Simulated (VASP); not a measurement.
Input:

```yaml
crystal:
  lattice:
    - [0.00000, 2.44780, 2.44780]
    - [2.44780, 0.00000, 2.44780]
    - [2.44780, 2.44780, 0.00000]
  atoms:
    - { symbol: Y, position: [0.00000, 0.00000, 0.00000] }
    - { symbol: N, position: [0.50000, 0.50000, 0.50000] }
```

All values below come from revTPSS meta-GGA, VASP's PBE PAW potentials (set 64) (plane waves; VASP). Run with 520 eV cut-off, 10×10×10 Γ-centred mesh, tetrahedra with Blöchl corrections, potentials Y_sv N.

**Question.** Give the energies of bands 6 to 11 at the high-symmetry points, in eV from the valence-band maximum.

**Answer.** 
| band | Γ | X | U | L | W |
|---|---|---|---|---|---|
| 6 | 0.00 | -1.60 | -2.24 | -4.14 | -2.14 |
| 7 | 0.00 | -0.41 | -1.68 | -2.23 | -1.62 |
| 8 | 0.00 | -0.41 | -1.31 | -2.23 | -1.62 |
| 9 | 3.22 | 0.14 | 2.47 | 5.80 | 4.05 |
| 10 | 3.22 | 7.20 | 6.35 | 6.53 | 4.05 |
| 11 | 3.22 | 7.43 | 7.20 | 6.53 | 7.56 |

The gap is indirect, 0.14 eV, from the valence maximum at Γ to the conduction minimum at X.

The compound is YN in the rock salt structure. It was relaxed first.
